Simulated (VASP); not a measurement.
Input:

```yaml
crystal:
  lattice:
    - [0.00000, 2.75042, 2.75042]
    - [2.75042, 0.00000, 2.75042]
    - [2.75042, 2.75042, 0.00000]
  atoms:
    - { symbol: Ca, position: [0.00000, 0.00000, 0.00000] }
    - { symbol: F, position: [0.25000, 0.25000, 0.25000] }
    - { symbol: F, position: [0.75000, 0.75000, 0.75000] }
```

All values below come from TPSS meta-GGA, VASP's PBE PAW potentials (set 64) (plane waves; VASP). Run with 520 eV cut-off, 7×7×7 Γ-centred mesh, Gaussian smearing of 0.050 eV, potentials Ca_sv F.

Q: Give the energy at these volumes per atom, relative to the lowest: 12.90, 13.31, 13.72, 14.13, 14.54 Å³.

A: 18.6, 5.6, 0.0, 0.8, 6.9 meV/atom. A third-order Birch-Murnaghan fit gives B0 = 77.8 GPa and B0′ = 4.6.

Measured: bulk modulus 83.0 GPa (computed value off by -6.2 %), as given by On the Morphology of Group II Metal Fluoride Nanocrystals at Finite Temperature and Partial Pressure of HF, PMC6154342; a 5.466 Å (computed value off by +0.6 %), as given by M. Råsander et al., The Journal of Chemical Physics (2015), arXiv:1505.02379. The calculation is for a static lattice, while the measured bulk modulus, a hold thermal and zero-point effects, which are part of the difference.

The compound is CaF2 in the fluorite structure. It was relaxed first.
